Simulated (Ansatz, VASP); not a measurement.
**Cross-check of PtSe2 between VASP and Ansatz**

Wanted: the spread between two codes on one cell, functional and k mesh.

Method: plane waves, with VASP 6.6.1 beside it; single point at PBEsol, in Ansatz 0.2.0.

The database entry behind the starting cell is an old determination (1929), so it need not match the best structure at ambient conditions.

## Step 1: The starting structure

It takes space group P-3m1 (No. 164, trigonal). Conventional cell: a = 3.731 Å, b = 3.731 Å, c = 5.072 Å, α = 90.00°, β = 90.00°, γ = 120.00°. Nearest to Pt lie 6 Se at 2.50 Å. Se has 3 Pt at 2.50 Å nearest. Farther neighbours and most contacts between anions are not listed.

## Step 2: Ansatz: single point, PBEsol

Ansatz runs on its default PAW (the set named soft_2) files.

With cell and atoms fixed, the geometry can't cause a difference; cores, projectors, grids and the points listed under the comparison can.

Contents of input.yaml:

```yaml
crystal:
  lattice:
    - [3.731, 0.0, 0.0]
    - [-1.8655, 3.2311407815, 0.0]
    - [0.0, 0.0, 5.072]
  atoms:
    - { symbol: Pt, position: [0.0, 0.0, 0.0] }
    - { symbol: Se, position: [0.6666666667, 0.3333333333, 0.75] }
    - { symbol: Se, position: [0.3333333333, 0.6666666667, 0.25] }
hamiltonian:
  xc: pbesol
  pseudopotentials: { kind: paw }
kpoints:
  mp_grid: { grid: [6, 6, 4] }
scf:
  occupations: { method: gaussian, width: 0.05 }
  n_extra_bands: 4
output:
  forces: true
  stress: true
  eigenvalues: true
  write_density: true
  write_potential: true
  elf: true
  volumetric_format: npy
```

Command:

```bash
$ ansatz run input.yaml --threads 2 --pin off --max-ram 4608MiB --backend cpu --events-out ev --progress --plain --runs-dir out
```

Numbers of over 12 decimals in the logs are rounded to 6 here.

The log of the run:

```text
scf.n_extra_bands = 4 over 25 filled bands (N_el = 50.0): the run solves 29 bands
Engine: ansatz 0.2.0, aarch64-unknown-linux-gnu
Pseudopotentials: kind: paw
Pseudopotential: Pt, paw, valence charge 18, recommended cutoff 420 eV (normal), Pt.paw.azcp
Pseudopotential: Se, paw, valence charge 16, recommended cutoff 420 eV (normal), Se.paw.azcp
Functional definition: PBEsol
  exchange = pbesol_x
  correlation = pbesol_c
Crystal: 3 atoms, lattice volume = 61.145 Å³
Basis set: ecut = 420 eV, 1229 PW (Γ), exchange–correlation on 50×50×72 points (8 copies of the dense FFT grid, shifted against one another)
Bands: 29, of which v1, the nominal top of the filled ones, is band 25 counted from 1 (24 counted from 0)
Symmetry: 12 space group operations
Space group: P-3m1 (ITA 164), of the structure as read, at distance tolerance 3.9e-5 Å
k-points: 24 of 144
Non-local potential: Pt, projectors of the file, l = 0: 3, l = 1: 2, l = 2: 2, l = 3: 1
Non-local potential: Se, projectors of the file, l = 0: 2, l = 1: 2, l = 2: 3, l = 3: 1
PAW form: soft (Blöchl's): semilocal exchange-correlation on the pseudo side does not see the compensation charge
PAW frozen core: Pt, regenerated for the run's functional, and the local potential with it (the file was generated under x = pbe(κ = 0.804, μ = 0.219515), c = pbe(β = 0.066725))
PAW frozen core: Se, regenerated for the run's functional, and the local potential with it (the file was generated under x = pbe(κ = 0.804, μ = 0.219515), c = pbe(β = 0.066725))
PAW one-centre angular grid: Pt, 590 points (default); XC on 64 Gauss nodes
PAW one-centre angular grid: Se, 590 points (default); XC on 64 Gauss nodes
Initial density: superposition of atomic densities (neutral atoms: chi_scale 0, normalization atom), corrected by the library's trained network
Initial wavefunctions: pseudopotential atomic-orbital guess
Functional: x = pbesol(κ = 0.804, μ = 0.123457), c = pbesol(β = 0.046)
SCF iter   1: F=—  HF=-23233.453358 eV  |F-HF|=—  |Δ(HF+E_count)|=         —  Δρ=3.27e-3  dr2=5.89e-3  ethr=1.77e-3  ⟨swp⟩=5.9  Hψ=2648  notcnv=0
preconditioner: auto → LDOS  [metal: Δε(μ)=0.032 eV  Ē_g=9.253 eV  σ=0.050 eV  W_gap=0.34  n_scr=22 (ndim 8)  ℏωp=22.3 eV  f_vac=0.035  D(μ)=1.87/eV (n_scr^D=20)  β→1.0]
SCF iter   2: F=—  HF=-23233.454727 eV  |F-HF|=—  |Δ(HF+E_count)|=   1.37e-3  Δρ=1.44e-3  dr2=1.76e-3  ethr=1.18e-5  ⟨swp⟩=2.0  Hψ=1559  notcnv=0  defer=1
SCF iter   3: F=—  HF=-23233.453693 eV  |F-HF|=—  |Δ(HF+E_count)|=   1.03e-3  Δρ=3.25e-4  dr2=6.53e-5  ethr=3.53e-6  ⟨swp⟩=2.0  Hψ=1332  notcnv=0  defer=1
SCF iter   4: F=—  HF=-23233.453677 eV  |F-HF|=—  |Δ(HF+E_count)|=   1.58e-5  Δρ=7.04e-5  dr2=4.26e-6  ethr=1.31e-7  ⟨swp⟩=2.0  Hψ=1205  notcnv=0  defer=1
SCF iter   5: F=—  HF=-23233.453678 eV  |F-HF|=—  |Δ(HF+E_count)|=   6.92e-7  Δρ=2.13e-5  dr2=2.54e-7  ethr=8.52e-9  ⟨swp⟩=2.0  Hψ=958  notcnv=0  defer=1
SCF iter   6: F=-23233.453678 eV  HF=-23233.453678 eV  |F-HF|=2.13e-8  |Δ(HF+E_count)|=   1.44e-7  Δρ=6.40e-6  dr2=3.49e-8  ethr=2.00e-10  ⟨swp⟩=8.9  Hψ=4900  notcnv=0
SCF 1 converged in 6 iterations: F = -23233.453678 eV  dr2 = 3.49e-8
  greatest PAW one-centre occupation: 1.000 electrons in one spin orbital (limit 2), on the Pt atom at site 0 (counted from 0), in its partial waves of l = 0
SCF converged after 6 iterations
Free energy (F): -23233.453678 eV
Harris-Foulkes:  -23233.453678 eV  (|F-HF|=2.13e-8)
Internal energy: -23233.451192 eV  (E = F + TS)
E sigma→0 (E₀):  -23233.452435 eV
Entropy (-TS):   -0.002486 eV (-0.829 meV/atom)
Fermi energy:    13.047535 eV
--- Per-component energies (eV) ---
  E_band       = -971.125693
  E_kinetic    = 875.266458
  E_local      = -6817.519274  (includes V_loc(G=0)·N_el)
  E_nonlocal   = -980.863481
  E_hartree    = 3154.952117
  E_xc         = -467.505471
  E_vxc        = -499.308686  (∫ρ·V_xc dr)
  E_paw        = -13053.584171  (= ΣΔE_a)
  E_vpaw       = 141.390377  (= ΣTr[D̂ρ^β])
  E_aug_tail   = -0.001013  (compensation charges beyond the density's cutoff)
  E_ewald      = -5946.500239
  E_core_change = 2.303882  (= ΣΔE_core)
  E_smearing   = -0.002486  (= −TS)
  E_closure    = -0.000000  (closes the sum)
  Σ components = -23233.453678   (vs F -23233.453678, Δ=0.00e0)
--- Forces (eV/Å), atoms counted from 1 ---
  atom   1  Pt    -0.00000000    -0.00000000     0.00000000
  atom   2  Se     0.00000000    -0.00000000    -0.24167241
  atom   3  Se    -0.00000000     0.00000000     0.24167241
  max |Σ_I F_I| component: 4.63e-18 eV/Å
--- Stress (GPa, compression-positive) ---
        1.732398      -0.000000       0.000000
        0.000000       1.732398       0.000000
        0.000000       0.000000       0.664128
  P = ⅓ Tr σ = 1.3763 GPa (13.763 kbar)
--- Band table (eV; the first three rows and the last of 24) ---
  k-point 0: bands = [... 21 lower, 10.4895, 11.9917, 11.9917, 13.4580, 14.5065, 14.5065, 16.5602, 17.1040]
  k-point 1: bands = [... 21 lower, 10.4180, 11.7595, 11.7595, 12.2623, 14.9213, 14.9213, 17.0383, 18.2920]
  k-point 2: bands = [... 21 lower, 10.0864, 11.3308, 11.5602, 11.5602, 15.3480, 15.3480, 17.7653, 19.2817]
  k-point 23: bands = [... 21 lower, 8.8605, 9.4080, 10.5583, 10.5583, 15.0413, 15.0413, 19.5417, 20.2568]
```

Elapsed: 1.4 s, on 2 threads of Arm Neoverse V2, shared host; peak memory 0.35 GiB.

In the SCF lines HF is the Harris–Foulkes energy and dr2 the Hartree energy of the density residual, in eV; the loop may stop once dr2 is under the threshold and the program's other checks hold. Hψ counts applications of the Hamiltonian.

The run ends at a pressure of 1.38 GPa, with forces up to 0.24 eV/Å.

## Step 3: VASP: single point, PBEsol

The same cell, functional, mesh and smearing now go to VASP, with its own data sets and cutoff.

Lines of VASP's logs that name or quote its potential files are left out, and so is its time.

Contents of INCAR:

```
SYSTEM = PtSe2
PREC = Accurate
ENCUT = 400
EDIFF = 1E-05
NELM = 100
ISMEAR = 0
SIGMA = 0.05
LREAL = .FALSE.
ALGO = Normal
GGA = PS
NBANDS = 17
LORBIT = 11
LWAVE = .FALSE.
LCHARG = .FALSE.
KPAR = 2
```

Contents of POSCAR:

```
PtSe2
1.0
    3.7310000000      0.0000000000      0.0000000000
   -1.8655000000      3.2311407815      0.0000000000
    0.0000000000      0.0000000000      5.0720000000
Pt Se
1 2
Direct
    0.0000000000      0.0000000000      0.0000000000
    0.6666666667      0.3333333333      0.7500000000
    0.3333333333      0.6666666667      0.2500000000
```

Contents of KPOINTS:

```
Automatic mesh
0
Gamma
6 6 4
0 0 0
```

PAW data sets: Pt and Se (PBE family, release 64).

Command:

```bash
$ mpirun -np 2 vasp_std
```

The log of the run:

```text
[banner, memory and clock lines left out]
running    2 mpi-ranks, on    1 nodes
 distrk:  each k-point on    1 cores,    2 groups
 distr:  one band on    1 cores,    1 groups

 POSCAR found type information on POSCAR PtSe
 POSCAR found :  2 types and       3 ions
|                                                                             |
|               ----> ADVICE to this user running VASP <----                  |
|                                                                             |
|     You enforced a specific xc type in the INCAR file but a different       |
|     [... a line on the potential file left out ...]
|     I HOPE YOU KNOW WHAT YOU ARE DOING!                                     |
|                                                                             |

 LDA part: xc-table for (Slater+PW92), standard interpolation
 POSCAR, INCAR and KPOINTS ok, starting setup
 FFT: planning ... GRIDC
 FFT: planning ... GRID_SOFT
 FFT: planning ... GRID
 WAVECAR not read
 entering main loop
       N       E                     dE             d eps       ncg     rms          rms(c)
DAV:   1     0.915938247780E+02    0.91594E+02   -0.87587E+03   840   0.914E+02
DAV:   2    -0.128310623234E+02   -0.10442E+03   -0.10170E+03  1027   0.198E+02
DAV:   3    -0.167324393028E+02   -0.39014E+01   -0.38804E+01   949   0.390E+01
DAV:   4    -0.167577500250E+02   -0.25311E-01   -0.25304E-01  1043   0.352E+00
DAV:   5    -0.167580104128E+02   -0.26039E-03   -0.26038E-03  1052   0.334E-01    0.132E+01
DAV:   6    -0.161309056447E+02    0.62710E+00   -0.49010E+00   842   0.198E+01    0.783E+00
DAV:   7    -0.159068669093E+02    0.22404E+00   -0.93199E-01   842   0.950E+00    0.386E+00
DAV:   8    -0.158796711281E+02    0.27196E-01   -0.59253E-02   888   0.176E+00    0.857E-01
DAV:   9    -0.158773088764E+02    0.23623E-02   -0.62250E-03   982   0.739E-01    0.225E-01
DAV:  10    -0.158773663931E+02   -0.57517E-04   -0.84804E-04   971   0.207E-01    0.455E-02
DAV:  11    -0.158773506651E+02    0.15728E-04   -0.10444E-04   962   0.977E-02    0.187E-02
DAV:  12    -0.158773498448E+02    0.82025E-06   -0.10631E-05   521   0.257E-02
   1 F= -.15877350E+02 E0= -.15875991E+02  d E =-.271855E-02
```

Parts of OUTCAR (step 3):

```text
ion  position               nearest neighbor table
   1  0.000  0.000  0.000-   2 2.50   3 2.50   3 2.50   2 2.50   2 2.50   3 2.50
   2  0.667  0.333  0.750-   1 2.50   1 2.50   1 2.50
   3  0.333  0.667  0.250-   1 2.50   1 2.50   1 2.50

  LATTYP: Found a hexagonal cell.
 ALAT       =     3.7310000000
 C/A-ratio  =     1.3594210667

 Subroutine GETGRP returns: Found 12 space group operations
 (whereof 12 operations were pure point group operations)

The static configuration has the point symmetry D_3d.

 Found     24 irreducible k-points:

   k-points           NKPTS =     24   k-points in BZ     NKDIM =     24   number of bands    NBANDS=     17

   dimension x,y,z NGX =    24 NGY =   24 NGZ =   36
   dimension x,y,z NGXF=    48 NGYF=   48 NGZF=   72

   ENCUT  =  400.0 eV  29.40 Ry    5.42 a.u.   6.08  6.08  8.27*2*pi/ulx,y,z

   NELECT =      22.0000    total number of electrons

 k-points in reciprocal lattice and weights: Automatic mesh
   0.00000000  0.00000000  0.00000000       0.007
   0.16666667  0.00000000  0.00000000       0.042
   0.33333333  0.00000000  0.00000000       0.042
   0.50000000  0.00000000  0.00000000       0.021
   0.16666667  0.16666667  0.00000000       0.042
   0.33333333  0.16666667  0.00000000       0.083
   0.33333333  0.33333333  0.00000000       0.014
   0.00000000  0.00000000  0.25000000       0.014
   0.16666667  0.00000000  0.25000000       0.042
[...]
0.33333333  0.16666667  0.50000000       0.083
   0.33333333  0.33333333  0.50000000       0.014

 average (electrostatic) potential at core
       1 -68.6068       2 -52.7655       3 -52.7655

 E-fermi :   6.3088

 k-point     1 :       0.0000    0.0000    0.0000
  band No.  band energies     occupation
    ...
      6       2.3370      2.00000
      7       2.3370      2.00000
      8       3.7671      2.00000
      9       5.2599      2.00000
     10       5.2599      2.00000
     11       6.7255      0.00000
     12       7.7676      0.00000
     13       7.7676      0.00000
     14       9.8251      0.00000
     15      10.3674      0.00000
    ...

 k-point     2 :       0.1667    0.0000    0.0000
  band No.  band energies     occupation
    ...
      7       2.1544      2.00000
      8       3.1904      2.00000
      9       4.5508      2.00000
     10       4.9435      2.00000
     11       5.8370      2.00000
     12       7.6006      0.00000
     13       7.8847      0.00000
     14      11.1636      0.00000
     15      11.7566      0.00000
     16      13.1722      0.00000
    ...

 k-point     3 :       0.3333    0.0000    0.0000
  band No.  band energies     occupation
    ...
      7       2.1082      2.00000
      8       2.7072      2.00000
      9       3.7859      2.00000
     10       3.9547      2.00000
     11       4.3124      2.00000
     12       7.3419      0.00000
     13       8.3758      0.00000
     14      10.8896      0.00000
     15      12.6647      0.00000
     16      13.7051      0.00000
    ...

  Total        0.6975516      0.6975516      0.2406081     -0.0000000      0.0000000     -0.0000000
  in kB       18.2779096     18.2779096      6.3046414     -0.0000000      0.0000000     -0.0000000
  external PRESSURE =      14.2868202 kB  Pullay stress =       0.0000000 kB

  energy-cutoff  :      400.00
  volume of cell :       61.14
      direct lattice vectors                 reciprocal lattice vectors
     3.731000000  0.000000000  0.000000000     0.268024658  0.154744109  0.000000000
    -1.865500000  3.231140782  0.000000000     0.000000000  0.309488217  0.000000000
     0.000000000  0.000000000  5.072000000     0.000000000  0.000000000  0.197160883

 POSITION                                       TOTAL-FORCE (eV/Angst)
 -----------------------------------------------------------------------------------
      0.00000      0.00000      0.00000        -0.000000      0.000000     -0.000000
      1.86550      1.07705      3.80400         0.000000      0.000000     -0.269703
     -0.00000      2.15409      1.26800        -0.000000     -0.000000      0.269703
 -----------------------------------------------------------------------------------
    total drift:                               -0.000000      0.000000      0.000000

  FREE ENERGIE OF THE ION-ELECTRON SYSTEM (eV)
  ---------------------------------------------------
  free  energy   TOTEN  =       -15.8773498448 eV

  energy  without entropy=      -15.8746312955  energy(sigma->0) =      -15.87599057

 total charge
# of ion       s       p       d       tot
------------------------------------------
    1        0.683   0.715   8.039   9.438
    2        1.486   2.224   0.070   3.780
    3        1.486   2.224   0.070   3.780
--------------------------------------------------
tot          3.656   5.164   8.179  16.998

[... 3 further parts left out ...]
```

The run ends at a pressure of 1.43 GPa, with forces up to 0.27 eV/Å.

## Step 4: Side by side

Known differences besides the potentials themselves: the data sets hold 50 valence electrons in Ansatz (default PAW (the set named soft_2) files) and 22 in VASP; the cutoff is 420 eV in Ansatz and 400 eV in VASP; Ansatz makes its cores anew for this functional, VASP keeps those of its PBE data sets; VASP leaves aspherical gradient terms in its spheres out (LASPH is not set), Ansatz keeps them. Total energies have different zeros and are not compared.

The two programs side by side:

```csv
quantity,Ansatz,VASP,difference
pressure (GPa),1.38,1.43,-0.05
```

Forces (eV/Å; atoms numbered as in POSCAR):

```csv
atom,"Ansatz x, y, z","VASP x, y, z"
Pt1,"0.000, 0.000, 0.000","0.000, 0.000, 0.000"
Se2,"0.000, 0.000, -0.242","0.000, 0.000, -0.270"
Se3,"0.000, 0.000, 0.242","0.000, 0.000, 0.270"
```

The forces differ by 13 meV/Å r.m.s., which is 10.4 % of the r.m.s. force of 0.13 eV/Å (both taken over all components). Ansatz's pressure holds a Pulay correction of 0.03 GPa; VASP's holds none.

## Step 5: What the set-up changes

Further runs change the set-up of one program: Ansatz's method, potentials or start, or VASP's data sets, cutoff or form of LDA. The table gives Ansatz less VASP for each quantity, since a change that brings one quantity closer may part another.

```csv
run,r.m.s. force difference (meV/Å),pressure (GPa)
as above,13,-0.052
cores kept as stored,11,-0.011
Ansatz's larger PAW set (cutoff 900 eV),13,-0.020
norm-conserving potentials (cutoff 1170 eV),14,-0.13
```

## Step 6: Summary of results

| Quantity | Value |
| --- | --- |
| r.m.s. force difference (single point, PBEsol) | 13 meV/Å |

In words: The r.m.s. force difference is 13 meV/Å (single point, PBEsol), beyond the 12 meV/Å picked in this series as the mark of a large difference. Single point, PBEsol, cores kept as stored: the difference in pressure goes from -0.052 to -0.011 GPa. Single point, PBEsol, Ansatz's larger PAW set (cutoff 900 eV): the difference in pressure goes from -0.052 to -0.020 GPa. Single point, PBEsol, norm-conserving potentials (cutoff 1170 eV): the difference in pressure goes from -0.052 to -0.13 GPa. How closely two codes agree says nothing of how well the functional describes the real material.

[Lines on the potential files, build, host, timing and source positions are cut from VASP's logs without a mark.]

[Logs are printed without paths, hosts, clocks, repeated set-up lines and the standing remarks that a program may print on its own settings, such as how far it seeks lower states.]

[Hosts, paths, dates, database ids (printed as entryN), source tags and the programs' standing remarks are cut or masked in the printed files.]
